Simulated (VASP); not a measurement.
# BiSbS4 (I-4) in VASP: single point with r2SCAN

Aim: the single point of BiSbS4 with r2SCAN.

All numbers are computed with VASP 6.6.1; they aren't measurements. Logs are shortened: lines on timing, memory, paths and dates and some standing lists are left out, and cuts for length are marked.

### Step 1. The crystal as given

The structure is tetragonal, space group I-4 (No. 82). The conventional cell has a = 6.526 Å, b = 6.526 Å, c = 9.721 Å, α = 90.00°, β = 90.00°, γ = 90.00°. Sb (site symmetry -4) has 4 S at 2.37 Å as nearest neighbours. Around Bi (site symmetry -4) lie 4 S at 2.74 Å. S (site symmetry 1) has 1 Sb at 2.37 Å as nearest neighbours.

The cell was built by a generator and needn't be a form met in nature.

### Step 2. Single point, r2SCAN

Contents of INCAR:

```
SYSTEM = BiSbS4
PREC = Accurate ; ENCUT = 520
EDIFF = 1E-6 ; ISMEAR = 0
SIGMA = 0.03 ; LREAL = .FALSE.
LASPH = .TRUE. ; NELM = 150
ALGO = Normal ; ISIF = 2
LWAVE = .FALSE. ; LCHARG = .FALSE.
METAGGA = R2SCAN ; LMIXTAU = .TRUE.
KPAR = 4
```

Contents of KPOINTS:

```
Automatic mesh
0
G
  6 6 6
  0 0 0
```

Contents of POSCAR:

```
BiSbS4                                  
1.0
   -3.2632425286      3.2632426016      4.8607419153
    3.2632425286     -3.2632426016      4.8607419153
    3.2632426016      3.2632425286     -4.8607419153
  Sb              Bi              S             
     1     1     4
Direct
     0.0000000000000000    0.0000000000000000    0.0000000000000000
     0.2500000000000000    0.7500000000000000    0.5000000000000000
     0.0710734437437698    0.1045977323177592    0.4342256971190315
     0.6703720351987135    0.6368477466247382    0.5657743028809685
     0.3631522533752617    0.9289265562562302    0.0335242885739752
     0.8954022676822406    0.3296279648012865    0.9664757114260246
```

Potentials or basis: VASP PAW PBE potentials, release 64 (Sb, Bi_d, S).

Command:

```bash
cat potpaw_PBE.64/Sb/POTCAR potpaw_PBE.64/Bi_d/POTCAR potpaw_PBE.64/S/POTCAR > POTCAR
mpirun -np 4 vasp_std > vasp.out
```

OUTCAR:

```text
SYSTEM = BiSbS4
   PREC = Accurate
   ENCUT = 520
   EDIFF = 1E-6
   ISMEAR = 0
   LREAL = .FALSE.
   LASPH = .TRUE.
   NELM = 150
   ISIF = 2
   METAGGA = R2SCAN

 ion  position               nearest neighbor table
   1  0.000  0.000  0.000-   3 2.37   4 2.37   5 2.37   6 2.37
   2  0.250  0.750  0.500-   5 2.74   4 2.74   6 2.74   3 2.74
   3  0.071  0.105  0.434-   1 2.37   2 2.74
   4  0.670  0.637  0.566-   1 2.37   2 2.74
   5  0.363  0.929  0.034-   1 2.37   2 2.74
   6  0.895  0.330  0.966-   1 2.37   2 2.74

  LATTYP: Found a body centered tetragonal cell.
 ALAT       =     6.5264851302
 C/A-ratio  =     1.4895435501

  Lattice vectors:

 A1 = (  -3.2632425286,   3.2632426016,   4.8607419153)
 A2 = (   3.2632425286,  -3.2632426016,   4.8607419153)
 A3 = (   3.2632426016,   3.2632425286,  -4.8607419153)

Analysis of symmetry for initial positions (statically):
=====================================================================
 Subroutine PRICEL returns:
 Original cell was already a primitive cell.

 Routine SETGRP: Setting up the symmetry group for a
 body centered tetragonal supercell.

 Subroutine GETGRP returns: Found  4 space group operations
 (whereof  4 operations were pure point group operations)
 out of a pool of 16 trial point group operations.

The static configuration has the point symmetry S_4 .

Analysis of symmetry for dynamics (positions and initial velocities):
=====================================================================
 Subroutine PRICEL returns:
 Original cell was already a primitive cell.

 Routine SETGRP: Setting up the symmetry group for a
 body centered tetragonal supercell.

 Subroutine GETGRP returns: Found  4 space group operations
 (whereof  4 operations were pure point group operations)
 out of a pool of 16 trial point group operations.

The dynamic configuration has the point symmetry S_4 .

 Subroutine INISYM returns: Found  4 space group operations
 (whereof  4 operations are pure point group operations),
 and found     1 'primitive' translations

----------------------------------------------------------------------------------------

                                     Primitive cell

  volume of cell :     207.0433

  direct lattice vectors                    reciprocal lattice vectors
    -3.263242529  3.263242602  4.860741915     0.000000002  0.153221831  0.102864955
     3.263242529 -3.263242602  4.860741915     0.153221831 -0.000000002  0.102864955
     3.263242602  3.263242529 -4.860741915     0.153221832  0.153221829  0.000000000

  length of vectors
     6.702560410  6.702560410  6.702560410     0.184548445  0.184548445  0.216688391

  position of ions in fractional coordinates (direct lattice)
     0.000000000  0.000000000  0.000000000
     0.250000000  0.750000000  0.500000000
     0.071073444  0.104597732  0.434225697
     0.670372035  0.636847747  0.565774303
     0.363152253  0.928926556  0.033524289
     0.895402268  0.329627965  0.966475711

  ion indices of the primitive-cell ions
   primitive index   ion index
                 1           1
                 2           2
                 3           3
                 4           4
                 5           5
                 6           6

----------------------------------------------------------------------------------------

 KPOINTS: Automatic mesh

Automatic generation of k-mesh.
 Grid dimensions read from file:
 generate k-points for:    6    6    6

 Generating k-lattice:

  Cartesian coordinates                     Fractional coordinates (reciprocal lattice)
     0.000000000  0.025536972  0.017144159     0.166666667 -0.000000000  0.000000000
     0.025536972 -0.000000000  0.017144159    -0.000000000  0.166666667  0.000000000
     0.025536972  0.025536972  0.000000000     0.000000000  0.000000000  0.166666667

  Length of vectors
     0.030758074  0.030758074  0.036114732

  Shift w.r.t. Gamma in fractional coordinates (k-lattice)
     0.000000000  0.000000000  0.000000000

 Subroutine IBZKPT returns following result:
 ===========================================

 Found     36 irreducible k-points:

 Following reciprocal coordinates:
            Coordinates               Weight
  0.000000  0.000000  0.000000      1.000000
  0.166667  0.000000 -0.000000      8.000000
  0.333333 -0.000000 -0.000000      8.000000
  0.500000 -0.000000 -0.000000      4.000000
  0.166667  0.166667 -0.000000      8.000000
  0.333333  0.166667 -0.000000      8.000000
[... 16 lines left out ...]
 -0.333333  0.333333 -0.166667      4.000000
 -0.166667  0.333333  0.166667      8.000000
 [... further k-points ...]
   k-points           NKPTS =     36   k-points in BZ     NKDIM =     36   number of bands    NBANDS=     26
   number of dos      NEDOS =    301   number of ions     NIONS =      6
   total plane-waves  NPLWV = 125000
   dimension x,y,z NGX =    50 NGY =   50 NGZ =   50
   dimension x,y,z NGXF=   100 NGYF=  100 NGZF=  100
   ions per type =               1   1   4
   NGX,Y,Z   is equivalent  to a cutoff of  12.40, 12.40, 12.40 a.u.
   NGXF,Y,Z  is equivalent  to a cutoff of  24.80, 24.80, 24.80 a.u.
 SYSTEM =  BiSbS4
   PREC   = accura    normal or accurate (medium, high low for compatibility)
   ISTART =      0    job   : 0-new  1-cont  2-samecut
   ICHARG =      2    charge: 1-file 2-atom 10-const
   ISPIN  =      1    spin polarized calculation?
   LNONCOLLINEAR =      F non collinear calculations
   LSORBIT =      F    spin-orbit coupling
   LASPH  =      T    aspherical Exc in radial PAW
   ENCUT  =  520.0 eV  38.22 Ry    6.18 a.u.  12.46 12.46 12.46*2*pi/ulx,y,z
   NELM   =    150;   NELMIN=  2; NELMDL= -5     # of ELM steps
   EDIFF  = 0.1E-05   stopping-criterion for ELM
   LREAL  =      F    real-space projection
   EDIFFG = 0.1E-04   stopping-criterion for IOM
   NSW    =      0    number of steps for IOM
   IBRION =     -1    ionic relax: 0-MD 1-quasi-New 2-CG
   NFREE  =      0    steps in history (QN), initial steepest desc. (CG)
   ISIF   =      2    stress and relaxation
   ISYM   =      2    0-nonsym 1-usesym 2-fastsym
   POTIM  = 0.5000    time-step for ionic-motion
   TEBEG  =    0.0;   TEEND  =   0.0 temperature during run
   PSTRESS=    0.0 pullay stress
   NELECT =      44.0000    total number of electrons
   NUPDOWN=      -1.0000    fix difference up-down
   EMIN   =  10.00;   EMAX   =-10.00  energy-range for DOS
   EFERMI =   0.00;   METHOD = LEGACY
   ISMEAR =     0;   SIGMA  =   0.03  broadening in eV -4-tet -1-fermi 0-gaus
   EFERMI_NEDOS =   21; number of points for ismear=-14 and -15
   IALGO  =     38    algorithm
   IMIX   =      4    mixing-type and parameters
     AMIX     =   0.40;   BMIX     =  1.00
     AMIX_MAG =   1.60;   BMIX_MAG =  1.00
  volume/ion in A,a.u.               =      34.51       232.87
  Fermi-wavevector in a.u.,A,eV,Ry     =   0.976949  1.846166 12.985804  0.954430
  Thomas-Fermi vector in A             =   2.107608
   LORBIT       =      0    0 simple, 1 ext, 2 COOP (PROOUT), +10 PAW based schemes
   METAGGA = R2SCAN    functional components
   LHFCALC =     F    Hartree Fock is set to
   AEXX    =    0.0000 exact exchange contribution
   IVDW    =     0    specifies the selected vdW correction
   LEPSILON=     F    determine dielectric tensor
   LRPA    =     F    only Hartree local field effects (RPA)
 non-spin polarized calculation
 Gauss-broadening in eV      SIGMA  =   0.03
  energy-cutoff  :      520.00
  volume of cell :      207.04
 maximum number of plane-waves:      5611
 NGX is ok and might be reduce to    50
   NGX = 25   NGY = 25   NGZ = 25

 number of electron      44.0000003 magnetization

 Free energy of the ion-electron system (eV)
  ---------------------------------------------------
  ext. energy  EPLUGINS =         0.00000000
  ---------------------------------------------------
  free energy    TOTEN  =      -116.68745279 eV

  energy without entropy =     -116.68745279  energy(sigma->0) =     -116.68745279

 E-fermi :   1.5604     XC(G=0):  -8.1061

 val. band max:        1.4233313923   @ k =  -0.1667   0.1667   0.1667
 cond. band min:       3.0637477554   @ k =   0.5000   0.5000   0.5000
 fundamental gap:      1.6404163631
 Fermi energy:         1.5604267312

 k-point     1 :       0.0000    0.0000    0.0000
  band No.  band energies     occupation
      1     -22.1409      2.00000
      2     -22.1409      2.00000
      3     -22.1403      2.00000
      4     -22.1216      2.00000
      5     -22.0892      2.00000
      6     -12.9401      2.00000
[... 18 lines left out ...]
     25       4.8501      0.00000
     26       4.8501      0.00000

 k-point     2 :       0.1667    0.0000   -0.0000
  band No.  band energies     occupation
      1     -22.1409      2.00000
      2     -22.1409      2.00000
      3     -22.1403      2.00000
      4     -22.1216      2.00000
      5     -22.0892      2.00000
      6     -12.8810      2.00000
[... 18 lines left out ...]
     25       4.6877      0.00000
     26       4.8761      0.00000

 k-point     3 :       0.3333   -0.0000   -0.0000
  band No.  band energies     occupation
      1     -22.1409      2.00000
      2     -22.1408      2.00000
      3     -22.1403      2.00000
      4     -22.1216      2.00000
      5     -22.0892      2.00000
      6     -12.7376      2.00000
[... 572 lines left out ...]
 k-point    23 :      -0.3333    0.3333   -0.1667
  band No.  band energies     occupation
      1     -22.1409      2.00000
      2     -22.1408      2.00000
      3     -22.1403      2.00000
      4     -22.1216      2.00000
      5     -22.0891      2.00000
      6     -12.6196      2.00000
[... 18 lines left out ...]
     25       4.5358      0.00000
     26       5.1227      0.00000

 k-point    24 :      -0.1667    0.3333    0.1667
  band No.  band energies     occupation
      1     -22.1409      2.00000
      2     -22.1408      2.00000
      3     -22.1403      2.00000
      4     -22.1216      2.00000
      5     -22.0891      2.00000
      6     -12.6473      2.00000
[... 18 lines left out ...]
     25       4.3769      0.00000
     26       5.1042      0.00000

 [... further k-points ...]

------------------------ aborting loop because EDIFF is reached ----------------------------------------

  FORCE on cell =-STRESS in cart. coord.  units (eV):
  Direction    XX          YY          ZZ          XY          YZ          ZX
  --------------------------------------------------------------------------------------
  -------------------------------------------------------------------------------------
  Total       -1.7429184     -1.7429184     -1.6046375     -0.0000002     -0.0000000     -0.0000000
  in kB      -13.4873423    -13.4873423    -12.4172737     -0.0000018     -0.0000000     -0.0000000
  external PRESSURE =     -13.1306527 kB  Pullay stress =       0.0000000 kB

 VOLUME and BASIS-vectors are now :
 -----------------------------------------------------------------------------
  energy-cutoff  :      520.00
  volume of cell :      207.04
      direct lattice vectors                 reciprocal lattice vectors
    -3.263242529  3.263242602  4.860741915     0.000000002  0.153221831  0.102864955
     3.263242529 -3.263242602  4.860741915     0.153221831 -0.000000002  0.102864955
     3.263242602  3.263242529 -4.860741915     0.153221832  0.153221829  0.000000000

 POSITION                                       TOTAL-FORCE (eV/Angst)
 -----------------------------------------------------------------------------------
      0.00000      0.00000      0.00000         0.000000      0.000000     -0.000000
      3.26324     -0.00000      2.43037         0.000000      0.000000     -0.000000
      1.52638      1.30759     -1.25677        -0.188371     -0.104468      0.111151
      1.73686      1.95566      3.60398         0.188371      0.104468      0.111151
      1.95566     -1.73686      6.11751         0.104468     -0.188371     -0.111151
      1.30759      5.00010      1.25677        -0.104468      0.188371     -0.111151
 -----------------------------------------------------------------------------------
    total drift:                               -0.000002     -0.000002     -0.000002

  FREE ENERGIE OF THE ION-ELECTRON SYSTEM (eV)
  ---------------------------------------------------
  free  energy   TOTEN  =      -116.6874527904 eV

  energy  without entropy=     -116.6874527904  energy(sigma->0) =     -116.68745279
```

Run time: 6 min. Hardware: 4 MPI ranks of AMD EPYC 9R45 (Zen 5), shared host; peak memory 0.5 GiB.

What came out:

* Free energy: -116.6875 eV
* Pressure: -1.3 GPa
* Largest force: 0.242 eV/Å
* Band gap on the k mesh: 1.64 eV, indirect (least direct gap 1.99 eV)

Forces on the atoms (eV/Å):
```
Sb   0.000  0.000  0.000
Bi   0.000  0.000  0.000
S   -0.188 -0.104  0.111
S    0.188  0.104  0.111
S    0.104 -0.188 -0.111
S   -0.104  0.188 -0.111
```

Stress tensor (GPa, compression positive):
```
-1.35  0.00  0.00
 0.00 -1.35  0.00
 0.00  0.00 -1.24
```

Caveat: the PAW data sets were made with another functional, which shifts forces and pressure a little; spin-orbit coupling is left out, which as a rule narrows the gap of such compounds by several tenths of an eV. r2SCAN opens gaps a little over a GGA but as a rule still falls short of measured ones.
